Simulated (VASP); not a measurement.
TiFe, 2 atoms in the cell. The structure is cubic, space group Pm-3m (No. 221). The conventional cell has a = 2.976 Å, b = 2.976 Å, c = 2.976 Å, α = 90.00°, β = 90.00°, γ = 90.00°. Ti (site symmetry m-3m) is surrounded by 8 Fe at 2.58 Å. Around Fe (site symmetry m-3m) lie 8 Ti at 2.58 Å. 

```yaml
Program: VASP 6.6.1
Task: electric field gradients
Functional: PBEsol
Potentials_or_basis: VASP PAW PBE potentials, release 64 (Ti, Fe)
Cutoff: 500 eV
k_mesh: 11 × 11 × 11
Occupations: fermi-dirac, width 0.05 eV
Spin: collinear spin, ferromagnetic start
Starting_moments: "[0.0, 2.5] μB"
Further_INCAR_settings: ALGO = Normal; EDIFF = 1e-07
```

Potentials or basis: VASP PAW PBE potentials, release 64 (Ti, Fe).

Run with:

```sh
$ cat potpaw_PBE.64/Ti/POTCAR potpaw_PBE.64/Fe/POTCAR > POTCAR
$ mpirun -np 1 vasp_std > vasp.out
```

Hardware: 1 thread of Intel(R) Xeon(R) 6975P-C (Granite Rapids), on a shared host.

Task: How long does it take, and how much memory?

Result: Run time: 20 s on 1 thread of Intel(R) Xeon(R) 6975P-C (Granite Rapids), on a shared host, peak memory 0.17 GiB. Counts: scf iterations 19, k points 56.
